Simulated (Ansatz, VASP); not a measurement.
## Cu4H (H/Cu(110)) in two plane-wave programs

One calculation is typed for both programs; each brings its own data sets. How far apart do they land? Of the first pair: The structure shown is the start of the Ansatz relaxation below; VASP solves that cell, so the two are compared at the walk's first step.

Main program and level: Ansatz 0.2.0; plane waves, with VASP 6.6.1 beside it; single point at PBE.

### Step 1. The starting structure

The cell holds 5 atoms: 4 Cu and 1 H. Cell: a = 3.610 Å, b = 2.553 Å, c = 22.395 Å, α = 90.0°, β = 90.0°, γ = 90.0°. Vacuum lies along c.

### Step 2. Ansatz: relaxation, PBE

Ansatz runs on its default PAW (the set named soft_2) files.

The two programs are compared at the cell with which this relaxation starts, whose forces are those of its first step.

input.yaml

```yaml
crystal:
  lattice:
    - [3.61, 0.0, 0.0]
    - [0.0, 2.5526554801, 0.0]
    - [0.0, 0.0, 22.3950407962]
  atoms:
    - { symbol: Cu, position: [0.5, 0.5, 0.4018746865] }
    - { symbol: Cu, position: [0.0, 0.0, 0.4588662211] }
    - { symbol: Cu, position: [0.5, 0.5, 0.5192531585] }
    - { symbol: Cu, position: [0.0, 0.0, 0.5713336677] }
    - { symbol: H, position: [0.5, 0.5, 0.5981253135] }
kpoints:
  mp_grid: { grid: [12, 12, 1] }
hamiltonian:
  xc: pbe
scf:
  occupations: { method: fermi_dirac, width: 0.1 }
  convergence: { dr2_threshold: 1.0e-08 }
efield:
  axis: 3
  dipole_correction: true
  ramp_position: 0.97
  ramp_width: 0.06
relax:
  f_tol: 0.02
  max_steps: 60
  constraints: [{ sites: [0, 1] }]
output:
  write_potential: true
  write_density: true
  volumetric_format: npy
```

Launch:

```bash
$ ansatz run input.yaml --threads 4 --pin off --max-ram 16384MiB --backend cpu --events-out ev --progress --plain --runs-dir out
```

Numbers of over 12 decimals in the logs are rounded to 6 here.

The log of the run:

```text
Engine: ansatz 0.2.0, x86_64-unknown-linux-gnu
Pseudopotentials: kind: paw
Pseudopotential: Cu, paw, valence charge 19, recommended cutoff 420 eV (normal), Cu.paw.azcp
Pseudopotential: H, paw, valence charge 1, recommended cutoff 420 eV (normal), H.paw.azcp
Functional definition: PBE
  parameter kappa = 0.804
  parameter beta = 0.066725
  exchange = pbe_x(kappa = kappa, mu = beta*pi^2/3)
  correlation = pbe_c(beta = beta)
Crystal: 5 atoms, lattice volume = 206.372 Å³
Basis set: ecut = 420 eV, 4051 PW (Γ), exchange–correlation on 50×36×300 points (8 copies of the dense FFT grid, shifted against one another)
Bands: 47, of which v1, the nominal top of the filled ones, is band 39 counted from 1 (38 counted from 0)
Symmetry: 4 space group operations
Space group: Pmm2 (ITA 25), of the structure as read, at distance tolerance 5.9e-5 Å
k-points: 49 of 144
Non-local potential: Cu, projectors of the file, l = 0: 3, l = 1: 2, l = 2: 3, l = 3: 1
Non-local potential: H, projectors of the file, l = 0: 2, l = 1: 1
PAW form: soft (Blöchl's): semilocal exchange-correlation on the pseudo side does not see the compensation charge
PAW one-centre angular grid: Cu, 590 points (default); XC on 64 Gauss nodes
PAW one-centre angular grid: H, 110 points (default); XC on 64 Gauss nodes
Initial density: superposition of atomic densities (neutral atoms: chi_scale 0, normalization atom), corrected by the library's trained network
Initial wavefunctions: pseudopotential atomic-orbital guess
Functional: x = pbe(κ = 0.804, μ = 0.219515), c = pbe(β = 0.066725)
SCF iter   1: F=—  HF=-26514.470132 eV  |F-HF|=—  |Δ(HF+E_count)|=         —  Δρ=2.83e-3  dr2=1.00e-1  ethr=1.77e-3  p=0.015 e·Å  D=1.32e-2 V/Å  ΔV_dip=-0.29 eV  dr2_dipole=1.36e-2  V_vac-E_F(+/−)=4.20/4.49 eV  ⟨swp⟩=9.7  Hψ=10667  notcnv=0  defer=21
efield: sawtooth ramp at fractional position 0.9700 (set: `efield.ramp_position`, or a place that a band, a saddle search or an elastic batch's reference lends), width 0.0600; the density the first Hamiltonian is built on has a dipole p = 0.015 e·Å; the dipole correction subtracts the counter field D = 1.32e-2 V/Å, which shifts the + side's vacuum level by -0.29 eV against the − side's; the planar-averaged density in the ramp window peaks in size at 1.5e-5 e/Å³
preconditioner: auto → LDOS  [metal: Δε(μ)=0.054 eV  Ē_g=7.647 eV  σ=0.100 eV  W_gap=0.13  n_scr=38 (ndim 8)  ℏωp=17.3 eV  f_vac=0.690  D(μ)=1.46/eV (n_scr^D=8)  β→1.0]
SCF iter   2: F=—  HF=-26514.475092 eV  |F-HF|=—  |Δ(HF+E_count)|=   4.96e-3  Δρ=3.85e-3  dr2=3.52e-2  ethr=1.30e-4  p=0.002 e·Å  D=1.45e-3 V/Å  ΔV_dip=-0.03 eV  dr2_dipole=1.44e-4  V_vac-E_F(+/−)=4.53/4.57 eV  ⟨swp⟩=2.7  Hψ=4141  notcnv=0  defer=85
SCF iter   3: F=—  HF=-26514.468570 eV  |F-HF|=—  |Δ(HF+E_count)|=   6.52e-3  Δρ=1.84e-3  dr2=5.49e-3  ethr=4.58e-5  p=0.004 e·Å  D=3.58e-3 V/Å  ΔV_dip=-0.08 eV  dr2_dipole=2.08e-5  V_vac-E_F(+/−)=4.45/4.53 eV  ⟨swp⟩=2.0  Hψ=3624  notcnv=0  defer=85
SCF iter   4: F=—  HF=-26514.468072 eV  |F-HF|=—  |Δ(HF+E_count)|=   4.98e-4  Δρ=7.60e-4  dr2=9.27e-4  ethr=7.13e-6  p=0.005 e·Å  D=4.73e-3 V/Å  ΔV_dip=-0.11 eV  dr2_dipole=3.56e-5  V_vac-E_F(+/−)=4.41/4.52 eV  ⟨swp⟩=2.1  Hψ=3491  notcnv=0  defer=85
SCF iter   5: F=—  HF=-26514.468107 eV  |F-HF|=—  |Δ(HF+E_count)|=   3.55e-5  Δρ=4.61e-4  dr2=2.58e-4  ethr=1.20e-6  p=0.005 e·Å  D=4.59e-3 V/Å  ΔV_dip=-0.10 eV  dr2_dipole=1.89e-6  V_vac-E_F(+/−)=4.42/4.52 eV  ⟨swp⟩=2.4  Hψ=3432  notcnv=0  defer=85
SCF iter   6: F=—  HF=-26514.468069 eV  |F-HF|=—  |Δ(HF+E_count)|=   3.83e-5  Δρ=6.24e-5  dr2=9.36e-6  ethr=3.35e-7  p=0.005 e·Å  D=4.56e-3 V/Å  ΔV_dip=-0.10 eV  dr2_dipole=5.12e-9  V_vac-E_F(+/−)=4.42/4.52 eV  ⟨swp⟩=2.0  Hψ=3187  notcnv=0  defer=85
SCF iter   7: F=—  HF=-26514.468036 eV  |F-HF|=—  |Δ(HF+E_count)|=   3.32e-5  Δρ=6.64e-5  dr2=5.70e-6  ethr=1.22e-8  p=0.005 e·Å  D=4.68e-3 V/Å  ΔV_dip=-0.10 eV  dr2_dipole=2.33e-7  V_vac-E_F(+/−)=4.42/4.53 eV  ⟨swp⟩=3.1  Hψ=5058  notcnv=0  defer=83
SCF iter   8: F=—  HF=-26514.468042 eV  |F-HF|=—  |Δ(HF+E_count)|=   5.63e-6  Δρ=1.73e-5  dr2=5.46e-7  ethr=7.40e-9  p=0.005 e·Å  D=4.70e-3 V/Å  ΔV_dip=-0.11 eV  dr2_dipole=6.13e-8  V_vac-E_F(+/−)=4.42/4.53 eV  ⟨swp⟩=2.0  Hψ=3035  notcnv=0  defer=83
SCF iter   9: F=—  HF=-26514.468044 eV  |F-HF|=—  |Δ(HF+E_count)|=   2.51e-6  Δρ=4.36e-6  dr2=8.49e-8  ethr=7.09e-10  p=0.005 e·Å  D=4.76e-3 V/Å  ΔV_dip=-0.11 eV  dr2_dipole=1.45e-8  V_vac-E_F(+/−)=4.42/4.53 eV  ⟨swp⟩=2.0  Hψ=3323  notcnv=0  defer=83
SCF iter  10: F=—  HF=-26514.468044 eV  |F-HF|=—  |Δ(HF+E_count)|=   1.31e-8  Δρ=4.70e-6  dr2=2.83e-8  ethr=1.10e-10  p=0.005 e·Å  D=4.78e-3 V/Å  ΔV_dip=-0.11 eV  dr2_dipole=6.34e-12  V_vac-E_F(+/−)=4.42/4.53 eV  ⟨swp⟩=2.0  Hψ=3247  notcnv=0  defer=83
[...]
SCF iter   1: F=—  HF=-26514.539243 eV  |F-HF|=—  |Δ(HF+E_count)|=         —  Δρ=4.48e-4  dr2=2.32e-4  ethr=2.59e-6  p=0.015 e·Å  D=1.33e-2 V/Å  ΔV_dip=-0.30 eV  dr2_dipole=1.44e-6  V_vac-E_F(+/−)=4.23/4.52 eV  ⟨swp⟩=3.0  Hψ=5013  notcnv=0  defer=88
efield: sawtooth ramp at fractional position 0.9700 (set: `efield.ramp_position`, or a place that a band, a saddle search or an elastic batch's reference lends), width 0.0600; the density the first Hamiltonian is built on has a dipole p = 0.015 e·Å; the dipole correction subtracts the counter field D = 1.33e-2 V/Å, which shifts the + side's vacuum level by -0.30 eV against the − side's; the planar-averaged density in the ramp window peaks in size at 8.9e-6 e/Å³
preconditioner: auto → LDOS  [metal: Δε(μ)=0.033 eV  Ē_g=7.791 eV  σ=0.100 eV  W_gap=0.08  n_scr=38 (ndim 8)  ℏωp=17.3 eV  f_vac=0.690  D(μ)=1.62/eV (n_scr^D=8)  β→1.0]
SCF iter   2: F=—  HF=-26514.539196 eV  |F-HF|=—  |Δ(HF+E_count)|=   4.69e-5  Δρ=4.38e-4  dr2=2.58e-4  ethr=3.02e-7  p=0.015 e·Å  D=1.30e-2 V/Å  ΔV_dip=-0.29 eV  dr2_dipole=8.42e-6  V_vac-E_F(+/−)=4.23/4.52 eV  ⟨swp⟩=2.1  Hψ=4597  notcnv=0  defer=88
SCF iter   3: F=—  HF=-26514.539182 eV  |F-HF|=—  |Δ(HF+E_count)|=   1.37e-5  Δρ=3.19e-4  dr2=1.35e-4  ethr=3.02e-7  p=0.015 e·Å  D=1.33e-2 V/Å  ΔV_dip=-0.30 eV  dr2_dipole=3.61e-6  V_vac-E_F(+/−)=4.22/4.52 eV  ⟨swp⟩=2.0  Hψ=4142  notcnv=0  defer=88
SCF iter   4: F=—  HF=-26514.539160 eV  |F-HF|=—  |Δ(HF+E_count)|=   2.24e-5  Δρ=1.15e-4  dr2=1.80e-5  ethr=1.76e-7  p=0.015 e·Å  D=1.33e-2 V/Å  ΔV_dip=-0.30 eV  dr2_dipole=4.09e-7  V_vac-E_F(+/−)=4.22/4.52 eV  ⟨swp⟩=2.1  Hψ=2947  notcnv=0  defer=88
SCF iter   5: F=—  HF=-26514.539150 eV  |F-HF|=—  |Δ(HF+E_count)|=   1.00e-5  Δρ=5.53e-5  dr2=3.67e-6  ethr=2.34e-8  p=0.015 e·Å  D=1.33e-2 V/Å  ΔV_dip=-0.30 eV  dr2_dipole=4.79e-8  V_vac-E_F(+/−)=4.23/4.52 eV  ⟨swp⟩=2.0  Hψ=3202  notcnv=0  defer=88
SCF iter   6: F=—  HF=-26514.539100 eV  |F-HF|=—  |Δ(HF+E_count)|=   5.00e-5  Δρ=8.03e-6  dr2=1.06e-7  ethr=4.77e-9  p=0.015 e·Å  D=1.33e-2 V/Å  ΔV_dip=-0.30 eV  dr2_dipole=5.46e-9  V_vac-E_F(+/−)=4.23/4.52 eV  ⟨swp⟩=2.0  Hψ=3266  notcnv=0  defer=88
SCF iter   7: F=—  HF=-26514.539100 eV  |F-HF|=—  |Δ(HF+E_count)|=   6.38e-7  Δρ=4.81e-6  dr2=2.71e-8  ethr=1.38e-10  p=0.015 e·Å  D=1.33e-2 V/Å  ΔV_dip=-0.30 eV  dr2_dipole=2.75e-10  V_vac-E_F(+/−)=4.23/4.52 eV  ⟨swp⟩=2.1  Hψ=4045  notcnv=0  defer=88
SCF iter   8: F=-26514.539101 eV  HF=-26514.539100 eV  |F-HF|=7.44e-8  |Δ(HF+E_count)|=   1.36e-7  Δρ=2.22e-6  dr2=6.72e-9  ethr=1.30e-11  p=0.015 e·Å  D=1.33e-2 V/Å  ΔV_dip=-0.30 eV  dr2_dipole=2.51e-10  V_vac-E_F(+/−)=4.23/4.52 eV  ⟨swp⟩=9.0  Hψ=14546  notcnv=0
SCF 5 converged in 8 iterations: F = -26514.539101 eV  dr2 = 6.72e-9
relax step   5: F+E_penalty+E_count = -26514.53910054 eV  Δ(F+E_penalty+E_count) = -1.260e-4 eV  max|allowed force component| = 5.866e-4 eV/Å  Δτ_max = 0.0084 Å  (8 SCF iters, accepted)
NSCF: frozen V_eff on 49 k-points
the band table was solved once a step of the walk had ended and its energy, with any forces and stress, was formed, with the checks that follow a solve (13299 applications of the Hamiltonian). They found nothing against the state; the energy, forces and stress were not computed again (output.eigenvalues in the input reference)
WARN: The input density's exchange-correlation potential varies sharply where the density is thin. Do not read a vacuum level from v_tot or v_xc, or from such a field of the output density. On a cell that repeats whose density bears no net charge and no dipole along the vacuum's axis use v_es (v_loc + v_h of the components); under efield.dipole_correction with no amplitude use v_es + v_field, which holds any external [...]
SCF converged after 8 iterations
Free energy (F): -26514.539101 eV
Harris-Foulkes:  -26514.539100 eV  (|F-HF|=7.44e-8)
Internal energy: -26514.488225 eV  (E = F + TS)
E sigma→0 (E₀):  -26514.513663 eV
Entropy (-TS):   -0.050875 eV (-10.175 meV/atom)
Fermi energy:    0.635790 eV
Dipole field:    D = 0.013268 V/Å  (p = 0.015132 e·Å, saw-weighted, corrected)
Work function:   Φ+ = 4.2264 eV   Φ− = 4.5235 eV
Levels:          The Fermi level and band energies are counted from a zero that moves with the ramp; work functions are not
--- Per-component energies (eV) ---
  E_band       = -2657.753911
  E_kinetic    = 1209.369604
  E_local      = -145803.018609  (includes V_loc(G=0)·N_el)
  E_nonlocal   = 1571.315498
  E_hartree    = 71329.004756
  E_xc         = -362.555625
  E_vxc        = -467.530647  (∫ρ·V_xc dr)
  E_paw        = -6661.753669  (= ΣΔE_a)
  E_vpaw       = -1826.124947  (= ΣTr[D̂ρ^β])
  E_aug_tail   = 0.000153  (compensation charges beyond the density's cutoff)
  E_efield     = 0.000100  (sawtooth field / dipole correction)
  E_vefield    = 0.234042  (∫n·V_field dr)
  E_ewald      = 52203.149566
  E_smearing   = -0.050875  (= −TS)
  E_closure    = -0.000000  (closes the sum)
  Σ components = -26514.539101   (vs F -26514.539101, Δ=0.00e0)
--- Forces (eV/Å), atoms counted from 1 ---
  atom   1  Cu     0.00000000     0.00000000     0.46117863
  atom   2  Cu     0.00000000     0.00000000    -0.46015286
  atom   3  Cu     0.00000000     0.00000000    -0.00000613
  atom   4  Cu     0.00000000     0.00000000    -0.00058660
  atom   5  H      0.00000000     0.00000000    -0.00041940
  max |Σ_I F_I| component: 1.36e-5 eV/Å
--- Band table (eV; the first three rows and the last of 49) ---
  k-point 0: bands = [... 35 lower, -1.1562, -0.9759, -0.7885, -0.4553, 2.3245, 3.4698, 4.2458, 5.1437, ... 4 higher]
  k-point 1: bands = [... 35 lower, -1.0323, -1.0048, -0.8557, -0.3295, 2.4997, 3.7837, 4.3746, 5.2767, ... 4 higher]
  k-point 2: bands = [... 35 lower, -1.0204, -1.0061, -0.8933, 0.0140, 3.0003, 4.6272, 4.7094, 5.6346, ... 4 higher]
  k-point 48: bands = [... 35 lower, -0.7343, 1.0468, 1.0927, 1.2009, 4.0822, 4.0947, 4.6743, 4.9552, ... 4 higher]
--- Relaxed structure (5 steps of the walk, 5 accepted, 0 SCFs on fresh bases) ---
  F+E_penalty+E_count = -26514.53910054 eV   max|allowed force component| = 5.866e-4 eV/Å
  atoms:
    - { symbol: Cu, position: [0.5, 0.5, 0.4018746865] }
    - { symbol: Cu, position: [0.0, 0.0, 0.458866] }
    - { symbol: Cu, position: [0.5, 0.5, 0.518620] }
    - { symbol: Cu, position: [0.0, 0.0, 0.574396] }
    - { symbol: H, position: [0.5, 0.5, 0.591632] }
```

In the SCF lines HF is the Harris–Foulkes energy and dr2 the Hartree energy of the density residual, in eV; the loop may stop once dr2 is under the threshold and the program's other checks hold. Hψ counts applications of the Hamiltonian.

[end of part 1 of 3]

[Lines on the potential files, build, host, timing and source positions are cut from VASP's logs without a mark.]

[Logs are printed without paths, hosts, clocks, repeated set-up lines and the standing remarks that a program may print on its own settings, such as how far it seeks lower states.]

[Hosts, paths, dates, database ids (printed as entryN), source tags and the programs' standing remarks are cut or masked in the printed files.]
